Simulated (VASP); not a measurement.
The input files of a VASP run:

KPOINTS:
```
Automatic mesh
0
gamma
10 10 10
```

POSCAR:
```
KF
1.0
  0.0000000000   2.3799762586   2.3799762586
  2.3799762586   0.0000000000   2.3799762586
  2.3799762586   2.3799762586   0.0000000000
K F
1 1
Direct
  0.0000000000   0.0000000000   0.0000000000
  0.5000000000   0.5000000000   0.5000000000
```

**INCAR**
```
SYSTEM=KF
PREC=Accurate; ENCUT=620; LREAL=.FALSE.
LASPH=.TRUE.
EDIFF=1E-6; NELM=100; ALGO=Normal
ISMEAR=0; SIGMA=0.05
GGA=PE
IBRION=2; NSW=40; ISIF=3
EDIFFG=-0.02; PSTRESS=300
LWAVE=.FALSE.; LCHARG=.FALSE.
```

POTCAR, in this order: K_sv F (PBE.64 set). Program: vasp_std.

Problem. Translate this PBE calculation to Quantum ESPRESSO's pw.x.

Solution. One equivalent input (not run):
```
&CONTROL
  calculation = 'vc-relax'
  pseudo_dir = './pseudo'
  outdir = './out'
  tprnfor = .true.
  tstress = .true.
  nstep = 40
  forc_conv_thr = 0.00078
/
&SYSTEM
  ibrav = 0
  nat = 2
  ntyp = 2
  ecutwfc = 84
  occupations = 'smearing'
  smearing = 'gaussian'
  degauss = 0.003675
  input_dft = 'pbe'
/
&ELECTRONS
  conv_thr = 7.3e-08
  electron_maxstep = 100
/
&IONS
/
&CELL
  press = 300
/
ATOMIC_SPECIES
  K 39.098 K.upf
  F 18.998 F.upf
CELL_PARAMETERS angstrom
     0.0000000    2.3799763    2.3799763
     2.3799763   -0.0000000    2.3799763
     2.3799763    2.3799763    0.0000000
ATOMIC_POSITIONS crystal
  K    0.0000000  0.0000000  0.0000000
  F    0.5000000  0.5000000  0.5000000
K_POINTS automatic
  10 10 10 0 0 0
```
The two are equivalent in intent, not identical: the potentials are each code's own (VASP's PAW set, PseudoDojo norm-conserving files in pw.x), so ENCUT and ecutwfc are chosen apart and not converted; conv_thr bounds pw.x's estimated SCF error, while EDIFF bounds the energy change between steps; forc_conv_thr acts on force components and is met together with etot_conv_thr.

The compound is KF in the rock salt structure. It was relaxed first under an external pressure of 30 GPa.
